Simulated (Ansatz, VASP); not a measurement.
## Ga41Mo8 (Ga41Mo8 (R-3)): VASP beside Ansatz

One calculation is typed for both programs; each brings its own data sets. How far apart do they land? The structure shown is the start of the Ansatz relaxation below; VASP solves that cell, so the two are compared at the walk's first step.

Method: plane waves, with VASP 6.6.1 beside it; single point at PBEsol, in Ansatz 0.2.0.

## Step 1: The starting structure

The cell holds 49 atoms: 41 Ga and 8 Mo. Its edges and angles: a = 9.448 Å, b = 9.448 Å, c = 9.448 Å, α = 95.0°, β = 95.0°, γ = 95.0°.

## Step 2: Ansatz: relaxation, PBEsol

Ansatz runs on its PAW soft_1 files.

The two programs are compared at the cell with which this relaxation starts, whose forces are those of its first step.

The input, input.yaml:

```yaml
crystal:
  lattice:
    - [6.9635737, 4.0204212, 4.9614472]
    - [-6.9635737, 4.0204212, 4.9614472]
    - [0.0, -8.0408423, 4.9614472]
  atoms:
    - { symbol: Ga, position: [1.0, 0.0, 0.0] }
    - { symbol: Ga, position: [0.5, 0.5, 0.5] }
    - { symbol: Ga, position: [0.5, 0.5, 0.0] }
    - { symbol: Ga, position: [0.0, 0.5, 0.5] }
    - { symbol: Ga, position: [0.5, 0.0, 0.5] }
    - { symbol: Ga, position: [0.36649006, 0.39017588, 0.73056875] }
    - { symbol: Ga, position: [0.73056875, 0.36649006, 0.39017588] }
    - { symbol: Ga, position: [0.39017588, 0.73056875, 0.36649006] }
    - { symbol: Ga, position: [0.63350994, 0.60982412, 0.26943125] }
    - { symbol: Ga, position: [0.26943125, 0.63350994, 0.60982412] }
    - { symbol: Ga, position: [0.60982412, 0.26943125, 0.63350994] }
    - { symbol: Ga, position: [0.22018922, 0.46112459, 0.32438302] }
    - { symbol: Ga, position: [0.32438302, 0.22018922, 0.46112459] }
    - { symbol: Ga, position: [0.46112459, 0.32438302, 0.22018922] }
    - { symbol: Ga, position: [0.77981078, 0.53887541, 0.67561698] }
    - { symbol: Ga, position: [0.67561698, 0.77981078, 0.53887541] }
    - { symbol: Ga, position: [0.53887541, 0.67561698, 0.77981078] }
    - { symbol: Ga, position: [0.92196744, 0.55089859, 0.22328537] }
    - { symbol: Ga, position: [0.22328537, 0.92196744, 0.55089859] }
    - { symbol: Ga, position: [0.55089859, 0.22328537, 0.92196744] }
    - { symbol: Ga, position: [0.07803256, 0.44910141, 0.77671463] }
    - { symbol: Ga, position: [0.77671463, 0.07803256, 0.44910141] }
    - { symbol: Ga, position: [0.44910141, 0.77671463, 0.07803256] }
    - { symbol: Ga, position: [0.21535673, 0.40156792, 0.0324444] }
    - { symbol: Ga, position: [0.0324444, 0.21535673, 0.40156792] }
    - { symbol: Ga, position: [0.40156792, 0.0324444, 0.21535673] }
    - { symbol: Ga, position: [0.78464327, 0.59843208, 0.9675556] }
    - { symbol: Ga, position: [0.9675556, 0.78464327, 0.59843208] }
    - { symbol: Ga, position: [0.59843208, 0.9675556, 0.78464327] }
    - { symbol: Ga, position: [0.25397565, 0.12165948, 0.93988917] }
    - { symbol: Ga, position: [0.93988917, 0.25397565, 0.12165948] }
    - { symbol: Ga, position: [0.12165948, 0.93988917, 0.25397565] }
    - { symbol: Ga, position: [0.74602435, 0.87834052, 0.06011083] }
    - { symbol: Ga, position: [0.06011083, 0.74602435, 0.87834052] }
    - { symbol: Ga, position: [0.87834052, 0.06011083, 0.74602435] }
    - { symbol: Ga, position: [0.82310724, 0.3202962, 0.87509211] }
    - { symbol: Ga, position: [0.87509211, 0.82310724, 0.3202962] }
    - { symbol: Ga, position: [0.3202962, 0.87509211, 0.82310724] }
    - { symbol: Ga, position: [0.17689276, 0.6797038, 0.12490789] }
    - { symbol: Ga, position: [0.12490789, 0.17689276, 0.6797038] }
    - { symbol: Ga, position: [0.6797038, 0.12490789, 0.17689276] }
    - { symbol: Mo, position: [0.19829809, 0.19829809, 0.19829809] }
    - { symbol: Mo, position: [0.80170191, 0.80170191, 0.80170191] }
    - { symbol: Mo, position: [0.38693902, 0.11259874, 0.70783954] }
    - { symbol: Mo, position: [0.70783954, 0.38693902, 0.11259874] }
    - { symbol: Mo, position: [0.11259874, 0.70783954, 0.38693902] }
    - { symbol: Mo, position: [0.61306098, 0.88740126, 0.29216046] }
    - { symbol: Mo, position: [0.29216046, 0.61306098, 0.88740126] }
    - { symbol: Mo, position: [0.88740126, 0.29216046, 0.61306098] }
basis:
  ecutwfc: 420
  xc_grid: 2
hamiltonian:
  xc: pbesol
  pseudopotentials: { kind: paw, azcp: { folder: soft_1 }, xc_functional: pbe }
kpoints:
  mp_grid: { grid: [4, 4, 4] }
scf:
  occupations: { method: fermi_dirac, width: 0.05 }
  max_iter: 150
output:
  forces: true
  stress: true
relax:
  f_tol: 0.01
  max_steps: 60
  cell: {}
checkpoint:
  write: "../pbesol.run"
  compress: false
  write_wavefunctions: false
  write_every: 100000
```

Run with:

```console
ansatz run input.yaml --threads 4 --pin off --max-ram 7536MiB --backend cpu --events-out ev --progress --plain --runs-dir out
```

Numbers of over 12 decimals in the logs are rounded to 6 here.

The program printed:

```text
Engine: ansatz 0.2.0, aarch64-unknown-linux-gnu
Pseudopotentials: kind: paw
Pseudopotential: Ga, paw, valence charge 13, recommended cutoff 420 eV (normal), soft_1/Ga.paw.azcp
Pseudopotential: Mo, paw, valence charge 14, recommended cutoff 420 eV (normal), soft_1/Mo.paw.azcp
Functional definition: PBEsol
  exchange = pbesol_x
  correlation = pbesol_c
Crystal: 49 atoms, lattice volume = 833.419 Å³
Basis set: ecut = 420 eV, 16349 PW (Γ), exchange–correlation on 128×128×128 points (8 copies of the dense FFT grid, shifted against one another)
Bands: 387, of which v1, the nominal top of the filled ones, is band 323 counted from 1 (322 counted from 0)
Symmetry: 6 space group operations
Space group: R-3 (ITA 148), of the structure as read, at distance tolerance 9.4e-5 Å
k-points: 14 of 64
Non-local potential: Ga, projectors of the file, l = 0: 2, l = 1: 2, l = 2: 3, l = 3: 1
Non-local potential: Mo, projectors of the file, l = 0: 3, l = 1: 2, l = 2: 2, l = 3: 1
PAW form: soft (Blöchl's): semilocal exchange-correlation on the pseudo side does not see the compensation charge
PAW frozen core: Ga, regenerated for the run's functional, and the local potential with it (the file was generated under x = pbe(κ = 0.804, μ = 0.219515), c = pbe(β = 0.066725))
PAW frozen core: Mo, regenerated for the run's functional, and the local potential with it (the file was generated under x = pbe(κ = 0.804, μ = 0.219515), c = pbe(β = 0.066725))
PAW one-centre angular grid: Ga, 590 points (default); XC on 64 Gauss nodes
PAW one-centre angular grid: Mo, 590 points (default); XC on 64 Gauss nodes
Initial density: superposition of atomic densities (chi_scale 0.1, normalization cell, long waves kept (reshape's long-wave potential 0.04 eV rms))
Initial wavefunctions: pseudopotential atomic-orbital guess
Functional: x = pbesol(κ = 0.804, μ = 0.123457), c = pbesol(β = 0.046)
SCF iter   1: F=—  HF=-192670.418063 eV  |F-HF|=—  |Δ(HF+E_count)|=         —  Δρ=6.83e-2  dr2=5.30e1  ethr=3.10e-3  ⟨swp⟩=6.0  Hψ=17888  notcnv=0
preconditioner: auto → Kerker (q_TF=auto, 2.614 Å⁻¹)  [metal: Δε(μ)=0.003 eV  Ē_g=14.558 eV  σ=0.050 eV  W_gap=0.01  n_scr=238 (ndim 8)  ℏωp=31.0 eV  f_vac=0.000  D(μ)=19.39/eV (n_scr^D=116)]
SCF iter   2: F=—  HF=-192662.351453 eV  |F-HF|=—  |Δ(HF+E_count)|=    8.07e0  Δρ=4.09e-2  dr2=1.65e1  ethr=3.10e-3  ⟨swp⟩=2.0  Hψ=7018  notcnv=0  defer=620
SCF iter   3: F=—  HF=-192659.539369 eV  |F-HF|=—  |Δ(HF+E_count)|=    2.81e0  Δρ=8.36e-3  dr2=9.95e-1  ethr=2.56e-3  ⟨swp⟩=3.2  Hψ=9737  notcnv=0  defer=620
SCF iter   4: F=—  HF=-192659.099409 eV  |F-HF|=—  |Δ(HF+E_count)|=   4.40e-1  Δρ=4.88e-3  dr2=3.21e-1  ethr=1.54e-4  ⟨swp⟩=2.6  Hψ=10661  notcnv=0  defer=588
SCF iter   5: F=—  HF=-192659.040595 eV  |F-HF|=—  |Δ(HF+E_count)|=   5.88e-2  Δρ=1.69e-3  dr2=4.75e-2  ethr=4.97e-5  ⟨swp⟩=2.0  Hψ=6280  notcnv=0  defer=588
SCF iter   6: F=—  HF=-192659.030349 eV  |F-HF|=—  |Δ(HF+E_count)|=   1.02e-2  Δρ=6.06e-4  dr2=8.72e-3  ethr=7.36e-6  ⟨swp⟩=2.1  Hψ=9359  notcnv=0  defer=588
SCF iter   7: F=—  HF=-192659.029245 eV  |F-HF|=—  |Δ(HF+E_count)|=   1.10e-3  Δρ=1.91e-4  dr2=6.63e-4  ethr=1.35e-6  ⟨swp⟩=2.0  Hψ=5700  notcnv=0  defer=588
SCF iter   8: F=—  HF=-192659.029183 eV  |F-HF|=—  |Δ(HF+E_count)|=   6.25e-5  Δρ=1.27e-4  dr2=1.41e-4  ethr=1.03e-7  ⟨swp⟩=2.0  Hψ=8910  notcnv=0  defer=588
SCF iter   9: F=—  HF=-192659.029088 eV  |F-HF|=—  |Δ(HF+E_count)|=   9.52e-5  Δρ=3.85e-5  dr2=3.07e-5  ethr=2.19e-8  ⟨swp⟩=2.0  Hψ=8903  notcnv=0  defer=588
SCF iter  10: F=—  HF=-192659.029406 eV  |F-HF|=—  |Δ(HF+E_count)|=   3.18e-4  Δρ=9.94e-6  dr2=1.73e-6  ethr=4.76e-9  ⟨swp⟩=2.0  Hψ=5986  notcnv=0  defer=588
SCF iter  11: F=—  HF=-192659.029406 eV  |F-HF|=—  |Δ(HF+E_count)|=   3.91e-8  Δρ=3.71e-6  dr2=1.52e-7  ethr=2.69e-10  ⟨swp⟩=2.0  Hψ=8882  notcnv=0  defer=588
SCF iter  12: F=—  HF=-192659.029406 eV  |F-HF|=—  |Δ(HF+E_count)|=   9.81e-9  Δρ=2.99e-6  dr2=5.87e-8  ethr=1.55e-11  ⟨swp⟩=4.0  Hψ=16991  notcnv=0
SCF iter  13: F=-192659.029406 eV  HF=-192659.029406 eV  |F-HF|=5.79e-9  |Δ(HF+E_count)|=   4.07e-8  Δρ=9.10e-7  dr2=1.10e-8  ethr=9.10e-12  ⟨swp⟩=4.0  Hψ=16946  notcnv=0
SCF 1 converged in 13 iterations: F = -192659.029406 eV  dr2 = 1.10e-8
  greatest PAW one-centre occupation: 0.999 electrons in one spin orbital (limit 2), on the Mo atom at site 46 (counted from 0), in its partial waves of l = 0
relax step   1: F+E_penalty+E_count = -192659.02940576 eV  Δ(F+E_penalty+E_count) = +0.000e0 eV  max|allowed force component| = 1.322e-1 eV/Å  Δτ_max = 0.0000 Å  P = +0.376 GPa  Ω = 833.419 Å³  (13 SCF iters, dr2 threshold 1.00e-7 eV, accepted)
Crystal: 49 atoms, lattice volume = 836.605 Å³
Basis set: ecut = 420 eV, 16409 PW (Γ), exchange–correlation on 128×128×128 points (8 copies of the dense FFT grid, shifted against one another)
Initial density: handed on by an earlier stage of this run
[...]
basis re-selected at this cell: Δ(F+E_penalty+E_count) = -5.453e-4 eV, ΔP = -0.000 GPa vs the last step (what re-selecting the basis moved, of the pressure what is left beyond the Pulay correction that the steps carried, after the strain that the cell walked since its last selection, with what the two solves' SCF thresholds leave and, on support functions, any second-order correction that the steps lacked; it is no m [...]
SCF converged after 9 iterations
Free energy (F): -192659.078972 eV
Harris-Foulkes:  -192659.078972 eV  (|F-HF|=5.82e-11)
Internal energy: -192658.916164 eV  (E = F + TS)
E sigma→0 (E₀):  -192658.997568 eV
Entropy (-TS):   -0.162808 eV (-3.323 meV/atom)
Fermi energy:    12.238893 eV
--- Per-component energies (eV) ---
  E_band       = -1643.343460
  E_kinetic    = 7996.055092
  E_local      = -59086.332610  (includes V_loc(G=0)·N_el)
  E_nonlocal   = -2643.273281
  E_hartree    = 36974.556220
  E_xc         = -4011.248418
  E_vxc        = -4092.697706  (∫ρ·V_xc dr)
  E_paw        = -105154.051959  (= ΣΔE_a)
  E_vpaw       = -17766.199372  (= ΣTr[D̂ρ^β])
  E_aug_tail   = -0.007993  (compensation charges beyond the density's cutoff)
  E_ewald      = -66771.669758
  E_core_change = 37.056543  (= ΣΔE_core)
  E_smearing   = -0.162808  (= −TS)
  E_closure    = -0.000000  (closes the sum)
  Σ components = -192659.078972   (vs F -192659.078972, Δ=0.00e0)
--- Forces (eV/Å), atoms counted from 1 ---
  atom   1  Ga     0.00000000     0.00000000     0.00000000
  atom   2  Ga     0.00000000     0.00000000     0.00000000
  atom   3  Ga    -0.00000000     0.00000000     0.00000000
  atom   4  Ga     0.00000000     0.00000000     0.00000000
  atom   5  Ga     0.00000000     0.00000000     0.00000000
  atom   6  Ga     0.00063062     0.00084567    -0.00051278
  atom   7  Ga    -0.00104769     0.00012330    -0.00051278
  atom   8  Ga     0.00041706    -0.00096897    -0.00051278
  atom   9  Ga    -0.00063062    -0.00084567     0.00051278
  atom  10  Ga     0.00104769    -0.00012330     0.00051278
  atom  11  Ga    -0.00041706     0.00096897     0.00051278
  atom  12  Ga    -0.00166253    -0.00029571     0.00026141
  atom  13  Ga     0.00108736    -0.00129194     0.00026141
  atom  14  Ga     0.00057517     0.00158765     0.00026141
  atom  15  Ga     0.00166253     0.00029571    -0.00026141
  atom  16  Ga    -0.00108736     0.00129194    -0.00026141
  atom  17  Ga    -0.00057517    -0.00158765    -0.00026141
  atom  18  Ga    -0.00005952     0.00090611    -0.00354953
  atom  19  Ga    -0.00075495    -0.00050460    -0.00354953
  atom  20  Ga     0.00081448    -0.00040151    -0.00354953
  atom  21  Ga     0.00005952    -0.00090611     0.00354953
  atom  22  Ga     0.00075495     0.00050460     0.00354953
  atom  23  Ga    -0.00081448     0.00040151     0.00354953
  atom  24  Ga    -0.00108660    -0.00096601    -0.00060530
[...]
atom  42  Mo     0.00000000     0.00000000     0.00158565
  atom  43  Mo    -0.00000000    -0.00000000    -0.00158565
  atom  44  Mo     0.00000993    -0.00360294     0.00314458
  atom  45  Mo     0.00311527     0.00181007     0.00314458
  atom  46  Mo    -0.00312520     0.00179287     0.00314458
  atom  47  Mo    -0.00000993     0.00360294    -0.00314458
  atom  48  Mo    -0.00311527    -0.00181007    -0.00314458
  atom  49  Mo     0.00312520    -0.00179287    -0.00314458
  max |Σ_I F_I| component: 2.60e-18 eV/Å
--- Stress (GPa, compression-positive) ---
       -0.004252       0.000000       0.000000
       -0.000000      -0.004252      -0.000000
        0.000000      -0.000000      -0.005710
  P = ⅓ Tr σ = -0.0047 GPa (-0.047 kbar)
--- Relaxed structure (5 steps of the walk, 5 accepted, 1 SCFs on fresh bases) ---
  F+E_penalty+E_count = -192659.07897175 eV   max|allowed force component| = 3.603e-3 eV/Å   (the final SCF, on the basis selected at the relaxed cell)
  cell:  # Å, volume = 835.3947 Å³
    - [6.971936, 4.025249, 4.961286]
    - [-6.971936, 4.025249, 4.961286]
    - [0, -8.050498, 4.961286]
  atoms:
    - { symbol: Ga, position: [1.0, -1.1102230246251565e-16, 0.0] }
    - { symbol: Ga, position: [0.5, 0.5, 0.500000] }
    - { symbol: Ga, position: [0.5, 0.5, 0.0] }
    - { symbol: Ga, position: [-1.1102230246251565e-16, 0.5, 0.5] }
    - { symbol: Ga, position: [0.5, -1.1102230246251565e-16, 0.5] }
    - { symbol: Ga, position: [0.366676, 0.390515, 0.730932] }
    - { symbol: Ga, position: [0.730932, 0.366676, 0.390515] }
    - { symbol: Ga, position: [0.390515, 0.730932, 0.366676] }
    - { symbol: Ga, position: [0.633324, 0.609485, 0.269068] }
    - { symbol: Ga, position: [0.269068, 0.633324, 0.609485] }
    - { symbol: Ga, position: [0.609485, 0.269068, 0.633324] }
    - { symbol: Ga, position: [0.219110, 0.459787, 0.323464] }
    - { symbol: Ga, position: [0.323464, 0.219110, 0.459787] }
    - { symbol: Ga, position: [0.459787, 0.323464, 0.219110] }
    - { symbol: Ga, position: [0.780890, 0.540213, 0.676536] }
    - { symbol: Ga, position: [0.676536, 0.780890, 0.540213] }
    - { symbol: Ga, position: [0.540213, 0.676536, 0.780890] }
    - { symbol: Ga, position: [0.926258, 0.549001, 0.219712] }
    - { symbol: Ga, position: [0.219712, 0.926258, 0.549001] }
    - { symbol: Ga, position: [0.549001, 0.219712, 0.926258] }
    - { symbol: Ga, position: [0.073742, 0.450999, 0.780288] }
    - { symbol: Ga, position: [0.780288, 0.073742, 0.450999] }
    - { symbol: Ga, position: [0.450999, 0.780288, 0.073742] }
    - { symbol: Ga, position: [0.213373, 0.400239, 0.029922] }
[...]
- { symbol: Ga, position: [0.059615, 0.742706, 0.875927] }
    - { symbol: Ga, position: [0.875927, 0.059615, 0.742706] }
    - { symbol: Ga, position: [0.820812, 0.320212, 0.875574] }
    - { symbol: Ga, position: [0.875574, 0.820812, 0.320212] }
    - { symbol: Ga, position: [0.320212, 0.875574, 0.820812] }
    - { symbol: Ga, position: [0.179188, 0.679788, 0.124426] }
    - { symbol: Ga, position: [0.124426, 0.179188, 0.679788] }
    - { symbol: Ga, position: [0.679788, 0.124426, 0.179188] }
    - { symbol: Mo, position: [0.196502, 0.196502, 0.196502] }
    - { symbol: Mo, position: [0.803498, 0.803498, 0.803498] }
    - { symbol: Mo, position: [0.386495, 0.113456, 0.706626] }
    - { symbol: Mo, position: [0.706626, 0.386495, 0.113456] }
    - { symbol: Mo, position: [0.113456, 0.706626, 0.386495] }
    - { symbol: Mo, position: [0.613505, 0.886544, 0.293374] }
    - { symbol: Mo, position: [0.293374, 0.613505, 0.886544] }
    - { symbol: Mo, position: [0.886544, 0.293374, 0.613505] }
```

In the SCF lines HF is the Harris–Foulkes energy and dr2 the Hartree energy of the density residual, in eV; the loop may stop once dr2 is under the threshold and the program's other checks hold. Hψ counts applications of the Hamiltonian.

[end of part 1 of 2]

[Lines on the potential files, build, host, timing and source positions are cut from VASP's logs without a mark.]

[Logs are printed without paths, hosts, clocks, repeated set-up lines and the standing remarks that a program may print on its own settings, such as how far it seeks lower states.]

[Hosts, paths, dates, database ids (printed as entryN), source tags and the programs' standing remarks are cut or masked in the printed files.]
